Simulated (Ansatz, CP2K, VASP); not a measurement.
**La2Ni2I (P1, 5 atoms in the cell) computed with different codes at matched settings**

Self-consistent single point.

```
CELL_PARAMETERS angstrom
      4.12222     0.00000     0.00000
     -2.06111     3.56995     0.00000
      0.00000     0.00000     8.85892
ATOMIC_POSITIONS crystal
  La 0.00081 0.01065 0.20581
  La 0.97335 0.99616 0.79127
  Ni 0.33272 0.65343 0.99774
  Ni 0.68232 0.33929 0.00217
  I  0.67747 0.33380 0.50300
```

Shared settings, as Ansatz (a first-principles code) writes them: kpoints.mp_grid.grid = 5 5 2; scf.occupations.method = gaussian; scf.occupations.width = 0.1 eV. Potentials and cutoffs stand in the table.

```
code                                                                         model  pressure (GPa)  largest force (eV/Å)       cutoff
------  --------------------------------------------------------------------------  --------------  --------------------  -----------
Ansatz                                             PBEsol, PAW files made with PBE           -2.25                 0.424       420 eV
VASP                                    PBEsol, VASP's PBE PAW potentials (set 64)           -2.46                 0.427       300 eV
CP2K    PBEsol, GPW, DZVP-MOLOPT-SR-GTH basis, GTH-PBE potentials (GTH_POTENTIALS)           -1.09                     –  grid 600 Ry
```

Size of the force on each atom (eV/Å): Sizes of forces hide their directions.

```json
[
 {"code": "Ansatz", "La1": "0.218", "La2": "0.231", "Ni3": "0.381", "Ni4": "0.424", "I5": "0.140"},
 {"code": "VASP", "La1": "0.221", "La2": "0.237", "Ni3": "0.381", "Ni4": "0.427", "I5": "0.140"}
]
```

A dash marks a value that a program does not give, or that is left out as unsure.

On Ansatz's run: spin-orbit coupling is off. Spin polarisation is off; with an odd number of electrons in the cell that forces a metal, and a magnetic state may lie lower.

The spread over the programs that give each value: pressure within 1.37 GPa; largest force within 0.003 eV/Å.

CP2K uses small atom-centred bases, whose incompleteness enters pressures, forces and empty levels differently from a plane-wave cutoff. Ansatz's pressure is given at a fixed set of plane waves, as the other plane-wave codes print theirs. In the pressure, CP2K (by 1.27) lies more than 1 GPa from the median of the plane-wave programs.

The shared mesh is coarse (it stands for a supercell whose shortest vector is 18 Å), so the values are not converged in it.

VASP's run is marked for a possible Pulay error in its stress at this cutoff; no cutoff test was made.

The starting cell comes from a database of computed structures (which also holds hypothetical and non-ambient phases and stackings), without a prior relaxation at this level. Its atoms were displaced at random from the sites of space group no. 187.

Keys are those of Ansatz 0.2.
